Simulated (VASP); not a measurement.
Output of a VASP run:

OSZICAR:
```
       N       E                     dE             d eps       ncg     rms          rms(c)
DAV:   1     0.673779934677E+02    0.67378E+02   -0.57463E+03  2790   0.947E+02
DAV:   2    -0.125745361189E+02   -0.79953E+02   -0.77763E+02  2889   0.272E+02
DAV:   3    -0.168917327655E+02   -0.43172E+01   -0.42421E+01  3961   0.691E+01
DAV:   4    -0.170224603172E+02   -0.13073E+00   -0.13040E+00  3333   0.105E+01
DAV:   5    -0.170282286335E+02   -0.57683E-02   -0.57671E-02  4051   0.172E+00    0.101E+01
DAV:   6    -0.150242407205E+02    0.20040E+01   -0.73976E+00  3112   0.330E+01    0.263E+00
DAV:   7    -0.148986393640E+02    0.12560E+00   -0.35780E-01  3030   0.516E+00    0.143E+00
DAV:   8    -0.148622243253E+02    0.36415E-01   -0.12740E-01  3000   0.249E+00    0.331E-01
DAV:   9    -0.148636508308E+02   -0.14265E-02   -0.41199E-03  3183   0.680E-01    0.962E-02
DAV:  10    -0.148639775345E+02   -0.32670E-03   -0.31510E-04  3230   0.155E-01    0.346E-02
DAV:  11    -0.148640353539E+02   -0.57819E-04   -0.97781E-05  3078   0.802E-02    0.663E-03
DAV:  12    -0.148640419667E+02   -0.66128E-05   -0.76822E-06  3046   0.200E-02    0.552E-03
DAV:  13    -0.148640419932E+02   -0.26536E-07   -0.16018E-06  2549   0.113E-02
   1 F= -.14864042E+02 E0= -.14845422E+02  d E =-.372393E-01
```

**OUTCAR**
```
------------------------ aborting loop because EDIFF is reached ----------------------------------------
  FORCE on cell =-STRESS in cart. coord.  units (eV):
  Direction    XX          YY          ZZ          XY          YZ          ZX
  --------------------------------------------------------------------------------------
  Total       -2.8904480     -2.8904456     -2.0801273      0.0000000     -0.0000000      0.0000000
  in kB     -133.1831999   -133.1830892    -95.8460452      0.0000000     -0.0000000      0.0000000
  external PRESSURE =    -120.7374447 kB  Pullay stress =       0.0000000 kB
  volume of cell :       34.77
      direct lattice vectors                 reciprocal lattice vectors
     2.919680000  0.000000000  0.000000000     0.342503288  0.197744448  0.000000000
    -1.459840000  2.528516000  0.000000000     0.000000000  0.395488895  0.000000000
     0.000000000  0.000000000  4.710048000     0.000000000  0.000000000  0.212312061
 POSITION                                       TOTAL-FORCE (eV/Angst)
 -----------------------------------------------------------------------------------
      0.00000      0.00000      0.00000        -0.000000      0.000000      0.000000
     -0.00000      1.68568      1.18693         0.000000     -0.000000     -0.825442
      1.45984      0.84284      3.52312        -0.000000      0.000000      0.825442
 -----------------------------------------------------------------------------------
    total drift:                                0.000000      0.000000      0.000000
  FREE ENERGIE OF THE ION-ELECTRON SYSTEM (eV)
  ---------------------------------------------------
  free  energy   TOTEN  =       -14.8640419932 eV

  energy  without entropy=      -14.8268026623  energy(sigma->0) =      -14.84542233
```
(Selected blocks of OUTCAR.)

File POSCAR:
```
TiH2
1
    2.9196800000     0.0000000000     0.0000000000
   -1.4598400000     2.5285160000     0.0000000000
    0.0000000000     0.0000000000     4.7100480000
Ti H
1 2
Direct
  0.0000000000   0.0000000000   0.0000000000
  0.3333330000   0.6666670000   0.2520000000
  0.6666670000   0.3333330000   0.7480000000
```

**Question.** Write an INCAR and KPOINTS that could have produced this output.

**Answer.** One answer among several that fit: the input of the run itself, PBE GGA, plane waves, VASP's PBE PAW potentials (set 64).

**INCAR**
```
LCHARG  =  .FALSE.
ENCUT  =  300
GGA  =  PE
LASPH  =  .TRUE.
LWAVE  =  .FALSE.
SIGMA  =  0.1   ! width (eV)
SYSTEM  =  TiH2
EDIFF  =  1E-6   ! SCF stop (eV)
PREC  =  Accurate
ISMEAR  =  -1   ! Fermi-Dirac
NELM  =  100   ! most electronic steps
LREAL  =  .FALSE.   ! projection in real space or not
ALGO  =  Normal   ! blocked Davidson
LMAXMIX  =  4   ! l cut-off of mixed one-centre charges
ISIF  =  2   ! forces and stress, cell fixed
```

### KPOINTS
```
K-points
0
Gamma
  13 13 7
```

POTCAR, in this order: Ti_sv H (PBE.64 set). Program: vasp_std.

At this cut-off the stress carries a Pulay error, which pulls relaxed volumes low.

The structure was generated: TiH2 was put into an ordered model structure, which need not be its known phase. The cell was not relaxed at this level.
